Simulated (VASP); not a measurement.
# Quasiparticle energies of AlN in VASP, part 3 of 4

Wanted: how far GW moves the Kohn-Sham levels of AlN. The cell is of the zinc-blende type, one of the forms listed for this formula. The start is a computed cell from the Materials Project.

VASP 6.6.1, plane waves and PAW; the level of theory is named at each step.

So far, quasiparticle gap on the mesh (eV): step 3 (G0W0, bands in the sums 24) 4.38; step 5 (G0W0, bands in the sums 32) 4.43; step 7 (G0W0, bands in the sums 48) 4.51; step 9 (G0W0, bands in the sums 56) 4.54.

### 11. G0W0, bands in the sums 72

This step: G0W0 on PBE; plane waves and PAW (Al_GW, N_GW) (VASP 6.6.1).

The sums now run over 72 bands at the same response cutoff.

Input file INCAR:

```
SYSTEM = AlN
PREC = Accurate
ENCUT = 450
ISMEAR = 0
SIGMA = 0.01
LREAL = .FALSE.
GGA = PE
NBANDS = 72
ALGO = EVGW0
NELMGW = 1
ENCUTGW = 200
NOMEGA = 64
PRECFOCK = Fast
NBANDSGW = 16
LWAVE = .FALSE.
LCHARG = .FALSE.
```

Input file POSCAR:

```
AlN
1.0
    0.0000000000      2.1839935596      2.1839935596
    2.1839935596      0.0000000000      2.1839935596
    2.1839935596      2.1839935596      0.0000000000
Al N
1 1
Direct
    0.0000000000      0.0000000000      0.0000000000
    0.2500000000      0.2500000000      0.2500000000
```

Input file KPOINTS:

```
Automatic mesh
0
Gamma
4 4 4
0 0 0
```

Potentials, in the order of the species: Al_GW and N_GW (PBE family, release 64).

Command:

```bash
mpirun -np 8 vasp_std
```

Output:

```text
[banner, memory and clock lines left out]
running    8 mpi-ranks, on    1 nodes
[...]
[... a notice as in an earlier step ...]

 [... a notice as in an earlier step ...]

 LDA part: xc-table for (Slater+PW92), standard interpolation
 found WAVECAR, reading the header
 POSCAR, INCAR and KPOINTS ok, starting setup
[...]
reading WAVECAR
 the WAVECAR file was read successfully
 initial charge from wavefunction
 available memory per node:     89.95 GB, setting MAXMEM to     92112

 The Fermi energy was updated, please check that it is located mid-gap
 values below the HOMO (VB) or above the LUMO (CB) will cause erroneous energies
 E-fermi :   6.6261

 calculate exact exchange contribution
 the WAVEDER file was read successfully
energies w=
    0.000    0.000    0.692    0.000    1.383    0.000    2.070    0.000
    2.753    0.000    3.430    0.000    4.100    0.000    4.763    0.000
    5.417    0.000    6.062    0.000    6.699    0.000    7.326    0.000
[...]
total number of BLAS operations         41.07 Gflops
NQ=   4    0.2500    0.2500    0.0000,
|.........|.........|.........|.........|.........|.........|.........|.........
 performed        386000 updates of chi_q(r,r)
 total number of BLAS operations         57.73 Gflops
NQ=   5    0.5000    0.2500    0.0000,
|.........|.........|.........|.........|.........|.........|.........|.........
 performed        554000 updates of chi_q(r,r)
 total number of BLAS operations         81.21 Gflops
NQ=   6   -0.2500    0.2500    0.0000,
|.........|.........|.........|.........|.........|.........|.........|.........
 performed        704000 updates of chi_q(r,r)
 total number of BLAS operations        102.76 Gflops
NQ=   7    0.5000    0.5000    0.0000,
|.........|.........|.........|.........|.........|.........|.........|.........
 performed        789000 updates of chi_q(r,r)
 total number of BLAS operations        113.62 Gflops
NQ=   8   -0.2500    0.5000    0.2500,
|.........|.........|.........|.........|.........|.........|.........|.........
 performed        902000 updates of chi_q(r,r)
 total number of BLAS operations        132.39 Gflops
 resolving degeneracies of screened two electron integrals

 calculate QP shifts <psi_nk| G(iteration)W_0 |psi_nk>: iteration 1
 entering main loop
```

Elapsed: 9 s, on 8 MPI ranks of AMD EPYC 7R43, shared host; peak memory 0.94 GiB; 64 s of CPU time.

OUTCAR, selected parts (step 11):

```text
 QP shifts <psi_nk| G(iteration)W_0 |psi_nk>: iteration 1
 for sc-GW calculations column KS-energies equals QP-energies in previous step
 and V_xc(KS)=  KS-energies - (<T + V_ion + V_H > + <T+V_H+V_ion>^1  + <V_x>^1)
 k-point   1 :       0.0000    0.0000    0.0000
  band No.  KS-energies  QP-energies   sigma(KS)   V_xc(KS)     V^pw_x(r,r')   Z            occupation Imag(sigma)
      1     -10.0154     -11.4510     -16.8344     -14.7867     -24.7606       0.7011       2.0000       1.2558
      2       4.9809       4.1308     -17.8564     -16.7580     -20.9026       0.7739       2.0000       0.0725
      3       4.9809       4.1308     -17.8564     -16.7580     -20.9026       0.7739       2.0000       0.0725
      4       4.9809       4.1308     -17.8564     -16.7580     -20.9026       0.7739       2.0000       0.0725
      5       9.1564       9.8973     -11.5769     -12.5015      -7.6621       0.8013       0.0000      -0.0734
      6      17.5052      18.4702      -9.0607     -10.2705      -4.0131       0.7977       0.0000      -0.1234
      7      17.5052      18.4702      -9.0607     -10.2705      -4.0131       0.7977       0.0000      -0.1234
      8      17.5052      18.4702      -9.0607     -10.2705      -4.0131       0.7977       0.0000      -0.1234
    ...

[... 1 part as in an earlier step ...]

[... 2 further parts left out ...]
[key lines of the parts left out:]
E-fermi :   6.6261
```

The gap is now 4.589 eV, +50 meV against the GW run before.

### 12. Empty bands

This step: PBE; plane waves and PAW (Al_GW, N_GW) (VASP 6.6.1).

The empty bands are made again, for the run that follows.

Input file INCAR:

```
SYSTEM = AlN
PREC = Accurate
ENCUT = 450
ISMEAR = 0
SIGMA = 0.01
LREAL = .FALSE.
GGA = PE
NBANDS = 96
ALGO = Exact
NELM = 1
LWAVE = .TRUE.
LCHARG = .FALSE.
LOPTICS = .TRUE.
NEDOS = 1000
CSHIFT = 0.1
```

POSCAR is that of step 11.

KPOINTS is that of step 11.

Command:

```bash
mpirun -np 8 vasp_std
```

Output:

```text
[banner, memory and clock lines left out]
running    8 mpi-ranks, on    1 nodes
[...]
[... a notice as in an earlier step ...]

 LDA part: xc-table for (Slater+PW92), standard interpolation
 found WAVECAR, reading the header
  number of bands has changed, file:    10 present:    96
  trying to continue reading WAVECAR, but it might fail
 POSCAR, INCAR and KPOINTS ok, starting setup
[...]
reading WAVECAR
 random initialization beyond band           10
 the WAVECAR file was read successfully
 initial charge from wavefunction
 entering main loop
       N       E                     dE             d eps       ncg     rms          rms(c)
[... 1 cycle as in an earlier step ...]
   1 F= -.14825187E+02 E0= -.14825187E+02  d E =-.108753E-33
 writing wavefunctions
 optical routines
 imaginary and real dielectric function
 recalculating local potential from charge density
 direction            1
 direction            2
 direction            3
```

Wall time 2.2 s (8 MPI ranks); peak memory 0.62 GiB.

OUTCAR, selected parts (step 12):

```text
  Total        0.3178358      0.3178358      0.3178358      0.0000000      0.0000000     -0.0000000
  in kB       24.4415858     24.4415858     24.4415858      0.0000000      0.0000000     -0.0000000
  external PRESSURE =      24.4415858 kB  Pullay stress =       0.0000000 kB

 POSITION                                       TOTAL-FORCE (eV/Angst)
 -----------------------------------------------------------------------------------
      0.00000      0.00000      0.00000         0.000000     -0.000000     -0.000000
      1.09200      1.09200      1.09200        -0.000000      0.000000      0.000000
 -----------------------------------------------------------------------------------
    total drift:                               -0.000000     -0.000000     -0.000000

[... 3 parts as in an earlier step ...]

[... 2 further parts left out ...]
[key lines of the parts left out:]
E-fermi :   5.0645
```

WAVECAR now holds 96 bands for 8 electrons.

### 13. G0W0, bands in the sums 96

This step: G0W0 on PBE; plane waves and PAW (Al_GW, N_GW) (VASP 6.6.1).

The sums now run over 96 bands at the same response cutoff.

Input file INCAR:

```
SYSTEM = AlN
PREC = Accurate
ENCUT = 450
ISMEAR = 0
SIGMA = 0.01
LREAL = .FALSE.
GGA = PE
NBANDS = 96
ALGO = EVGW0
NELMGW = 1
ENCUTGW = 200
NOMEGA = 64
PRECFOCK = Fast
NBANDSGW = 16
LWAVE = .FALSE.
LCHARG = .FALSE.
```

POSCAR is that of step 12.

KPOINTS is that of step 12.

Command:

```bash
mpirun -np 8 vasp_std
```

Output:

```text
[banner, memory and clock lines left out]
running    8 mpi-ranks, on    1 nodes
[...]
[... a notice as in an earlier step ...]

 [... a notice as in an earlier step ...]

 LDA part: xc-table for (Slater+PW92), standard interpolation
 found WAVECAR, reading the header
 POSCAR, INCAR and KPOINTS ok, starting setup
[...]
reading WAVECAR
 the WAVECAR file was read successfully
 initial charge from wavefunction
 available memory per node:     90.65 GB, setting MAXMEM to     92820

 The Fermi energy was updated, please check that it is located mid-gap
 values below the HOMO (VB) or above the LUMO (CB) will cause erroneous energies
 E-fermi :   6.6261

 calculate exact exchange contribution
 the WAVEDER file was read successfully
energies w=
    0.000    0.000    0.693    0.000    1.385    0.000    2.073    0.000
    2.757    0.000    3.435    0.000    4.106    0.000    4.770    0.000
    5.425    0.000    6.072    0.000    6.709    0.000    7.338    0.000
[...]
total number of BLAS operations         55.07 Gflops
NQ=   4    0.2500    0.2500    0.0000,
|.........|.........|.........|.........|.........|.........|.........|.........
 performed        518000 updates of chi_q(r,r)
 total number of BLAS operations         77.39 Gflops
NQ=   5    0.5000    0.2500    0.0000,
|.........|.........|.........|.........|.........|.........|.........|.........
 performed        743000 updates of chi_q(r,r)
 total number of BLAS operations        108.79 Gflops
NQ=   6   -0.2500    0.2500    0.0000,
|.........|.........|.........|.........|.........|.........|.........|.........
 performed        943000 updates of chi_q(r,r)
 total number of BLAS operations        137.62 Gflops
NQ=   7    0.5000    0.5000    0.0000,
|.........|.........|.........|.........|.........|.........|.........|.........
 performed       1057000 updates of chi_q(r,r)
 total number of BLAS operations        152.18 Gflops
NQ=   8   -0.2500    0.5000    0.2500,
|.........|.........|.........|.........|.........|.........|.........|.........
 performed       1208000 updates of chi_q(r,r)
 total number of BLAS operations        177.33 Gflops
 resolving degeneracies of screened two electron integrals

 calculate QP shifts <psi_nk| G(iteration)W_0 |psi_nk>: iteration 1
 entering main loop
```

The job ended after 12 s (8 MPI ranks; peak memory 0.96 GiB; 83 s of CPU time).

OUTCAR, selected parts (step 13):

```text
 QP shifts <psi_nk| G(iteration)W_0 |psi_nk>: iteration 1
 for sc-GW calculations column KS-energies equals QP-energies in previous step
 and V_xc(KS)=  KS-energies - (<T + V_ion + V_H > + <T+V_H+V_ion>^1  + <V_x>^1)
 k-point   1 :       0.0000    0.0000    0.0000
  band No.  KS-energies  QP-energies   sigma(KS)   V_xc(KS)     V^pw_x(r,r')   Z            occupation Imag(sigma)
      1     -10.0154     -11.5094     -16.9169     -14.7867     -24.7606       0.7014       2.0000       1.2477
      2       4.9809       4.0493     -17.9621     -16.7580     -20.9026       0.7737       2.0000       0.0746
      3       4.9809       4.0493     -17.9621     -16.7580     -20.9026       0.7737       2.0000       0.0746
      4       4.9809       4.0493     -17.9621     -16.7580     -20.9026       0.7737       2.0000       0.0746
      5       9.1564       9.8407     -11.6473     -12.5015      -7.6621       0.8011       0.0000      -0.0724
      6      17.5052      18.4212      -9.1209     -10.2705      -4.0131       0.7968       0.0000      -0.1236
      7      17.5052      18.4212      -9.1209     -10.2705      -4.0131       0.7968       0.0000      -0.1236
      8      17.5052      18.4212      -9.1209     -10.2705      -4.0131       0.7968       0.0000      -0.1236
    ...

[... 1 part as in an earlier step ...]

[... 2 further parts left out ...]
[key lines of the parts left out:]
E-fermi :   6.6261
```

The gap is now 4.637 eV, +48 meV against the GW run before.

### 14. Empty bands

This step: PBE; plane waves and PAW (Al_GW, N_GW) (VASP 6.6.1).

The empty bands are made again, for the run that follows.

Input file INCAR:

```
SYSTEM = AlN
PREC = Accurate
ENCUT = 450
ISMEAR = 0
SIGMA = 0.01
LREAL = .FALSE.
GGA = PE
NBANDS = 112
ALGO = Exact
NELM = 1
LWAVE = .TRUE.
LCHARG = .FALSE.
LOPTICS = .TRUE.
NEDOS = 1000
CSHIFT = 0.1
```

POSCAR is that of step 13.

KPOINTS is that of step 13.

Command:

```bash
mpirun -np 8 vasp_std
```

Output:

```text
[banner, memory and clock lines left out]
running    8 mpi-ranks, on    1 nodes
[...]
[... a notice as in an earlier step ...]

 LDA part: xc-table for (Slater+PW92), standard interpolation
 found WAVECAR, reading the header
  number of bands has changed, file:    10 present:   112
  trying to continue reading WAVECAR, but it might fail
 POSCAR, INCAR and KPOINTS ok, starting setup
[...]
reading WAVECAR
 random initialization beyond band           10
 the WAVECAR file was read successfully
 initial charge from wavefunction
 entering main loop
       N       E                     dE             d eps       ncg     rms          rms(c)
[... 1 cycle as in an earlier step ...]
   1 F= -.14825187E+02 E0= -.14825187E+02  d E =-.161338E-83
 writing wavefunctions
 optical routines
 imaginary and real dielectric function
 recalculating local potential from charge density
 direction            1
 direction            2
 direction            3
```

The job ended after 2.2 s (8 MPI ranks; peak memory 0.61 GiB; 12 s of CPU time).

Parts of OUTCAR (step 14):

```text
[... 5 parts as in an earlier step ...]

[... 2 further parts left out ...]
[key lines of the parts left out:]
E-fermi :   5.1168
```

WAVECAR now holds 112 bands for 8 electrons.

### 15. G0W0, bands in the sums 112

This step: G0W0 on PBE; plane waves and PAW (Al_GW, N_GW) (VASP 6.6.1).

The sums now run over 112 bands at the same response cutoff.

Input file INCAR:

```
SYSTEM = AlN
PREC = Accurate
ENCUT = 450
ISMEAR = 0
SIGMA = 0.01
LREAL = .FALSE.
GGA = PE
NBANDS = 112
ALGO = EVGW0
NELMGW = 1
ENCUTGW = 200
NOMEGA = 64
PRECFOCK = Fast
NBANDSGW = 16
LWAVE = .FALSE.
LCHARG = .FALSE.
```

POSCAR is that of step 14.

KPOINTS is that of step 14.

Command:

```bash
mpirun -np 8 vasp_std
```

Output:

```text
[banner, memory and clock lines left out]
running    8 mpi-ranks, on    1 nodes
[...]
[... a notice as in an earlier step ...]

 [... a notice as in an earlier step ...]

 LDA part: xc-table for (Slater+PW92), standard interpolation
 found WAVECAR, reading the header
 POSCAR, INCAR and KPOINTS ok, starting setup
[...]
reading WAVECAR
 the WAVECAR file was read successfully
 initial charge from wavefunction
 available memory per node:     90.68 GB, setting MAXMEM to     92853

 The Fermi energy was updated, please check that it is located mid-gap
 values below the HOMO (VB) or above the LUMO (CB) will cause erroneous energies
 E-fermi :   6.6261

 calculate exact exchange contribution
 the WAVEDER file was read successfully
energies w=
    0.000    0.000    0.562    0.000    1.123    0.000    1.682    0.000
    2.236    0.000    2.786    0.000    3.331    0.000    3.869    0.000
    4.400    0.000    4.925    0.000    5.442    0.000    5.951    0.000
[...]
total number of BLAS operations         64.40 Gflops
NQ=   4    0.2500    0.2500    0.0000,
|.........|.........|.........|.........|.........|.........|.........|.........
 performed        606000 updates of chi_q(r,r)
 total number of BLAS operations         90.49 Gflops
NQ=   5    0.5000    0.2500    0.0000,
|.........|.........|.........|.........|.........|.........|.........|.........
 performed        869000 updates of chi_q(r,r)
 total number of BLAS operations        127.17 Gflops
NQ=   6   -0.2500    0.2500    0.0000,
|.........|.........|.........|.........|.........|.........|.........|.........
 performed       1103000 updates of chi_q(r,r)
 total number of BLAS operations        160.85 Gflops
NQ=   7    0.5000    0.5000    0.0000,
|.........|.........|.........|.........|.........|.........|.........|.........
 performed       1237000 updates of chi_q(r,r)
 total number of BLAS operations        177.89 Gflops
NQ=   8   -0.2500    0.5000    0.2500,
|.........|.........|.........|.........|.........|.........|.........|.........
 performed       1414000 updates of chi_q(r,r)
 total number of BLAS operations        207.28 Gflops
 resolving degeneracies of screened two electron integrals

 calculate QP shifts <psi_nk| G(iteration)W_0 |psi_nk>: iteration 1
 entering main loop
```

Elapsed: 13 s, on 8 MPI ranks; peak memory 0.93 GiB.

Parts of OUTCAR (step 15):

```text
 QP shifts <psi_nk| G(iteration)W_0 |psi_nk>: iteration 1
 for sc-GW calculations column KS-energies equals QP-energies in previous step
 and V_xc(KS)=  KS-energies - (<T + V_ion + V_H > + <T+V_H+V_ion>^1  + <V_x>^1)
 k-point   1 :       0.0000    0.0000    0.0000
  band No.  KS-energies  QP-energies   sigma(KS)   V_xc(KS)     V^pw_x(r,r')   Z            occupation Imag(sigma)
      1     -10.0154     -11.4999     -16.9408     -14.7867     -24.7606       0.6891       2.0000       1.1834
      2       4.9809       4.0115     -18.0124     -16.7580     -20.9026       0.7728       2.0000       0.0627
      3       4.9809       4.0115     -18.0124     -16.7580     -20.9026       0.7728       2.0000       0.0627
      4       4.9809       4.0115     -18.0124     -16.7580     -20.9026       0.7728       2.0000       0.0627
      5       9.1564       9.8145     -11.6832     -12.5015      -7.6621       0.8042       0.0000      -0.0540
      6      17.5052      18.3990      -9.1526     -10.2705      -4.0130       0.7995       0.0000      -0.1007
      7      17.5052      18.3990      -9.1526     -10.2705      -4.0130       0.7995       0.0000      -0.1007
      8      17.5052      18.3990      -9.1526     -10.2705      -4.0130       0.7995       0.0000      -0.1007
    ...

[... 1 part as in an earlier step ...]

[... 2 further parts left out ...]
[key lines of the parts left out:]
E-fermi :   6.6261
```

The gap is now 4.655 eV, +18 meV against the GW run before.

(Part 3 of 4 ends here.)

[Lines on the potential files, build, host, timing and source positions are cut from VASP's logs without a mark.]

[Logs are printed without paths, hosts, clocks, repeated set-up lines and the standing remarks that a program may print on its own settings, such as how far it seeks lower states.]

[Hosts, paths, dates, database ids (printed as entryN), source tags and the programs' standing remarks are cut or masked in the printed files.]

[Pressures printed for these runs are not shown converged in the cutoff: they can be off by several GPa and have the wrong sign.]
